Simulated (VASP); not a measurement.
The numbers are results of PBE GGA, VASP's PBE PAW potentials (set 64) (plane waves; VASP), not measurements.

Input for VASP

**KPOINTS**
```
Regular mesh
0
Gamma
 12 12 12
0 0 0
```

File POSCAR:
```
Sr
1
   -0.0000000000     3.0096902993     3.0096902993
    3.0096902993    -0.0000000000     3.0096902993
    3.0096902993     3.0096902993    -0.0000000000
Sr
1
Direct
  0.0000000000   0.0000000000   0.0000000000
```

**INCAR**
```
! general
SYSTEM  = Sr
PREC    = Normal
ENCUT   = 400   ! plane-wave cut-off (eV)
LREAL   = .FALSE.
LASPH   = .TRUE.   ! aspherical one-centre terms

! electronic loop
EDIFF   = 1E-5
NELM    = 100   ! most electronic steps
NELMIN  = 4
ALGO    = Fast
LMAXMIX = 4   ! l cut-off of mixed one-centre charges

! smearing
ISMEAR  = 1   ! Methfessel-Paxton
SIGMA   = 0.1   ! width (eV)

! functional
GGA     = PE   ! PBE

! ions
IBRION  = 2   ! conjugate gradients
NSW     = 20
ISIF    = 2   ! forces and stress, cell fixed
EDIFFG  = -0.03   ! ionic stop

! output
LWAVE   = .FALSE.
LCHARG  = .FALSE.
```

POTCAR, in this order: Sr_sv (PBE.64 set). Program: vasp_std.

### Question
What will the output report for the number of irreducible k-points (NKPTS), largest plane-wave count, number of space-group operations, FFT grid (NGX, NGY, NGZ)?

### Answer

```yaml
number of irreducible k-points (NKPTS): 72
largest_plane_wave_count: 1004
number_of_space_group_operations: 48
FFT grid (NGX, NGY, NGZ): 24 × 24 × 24
```

The compound is Sr in the fcc structure. It was relaxed first.
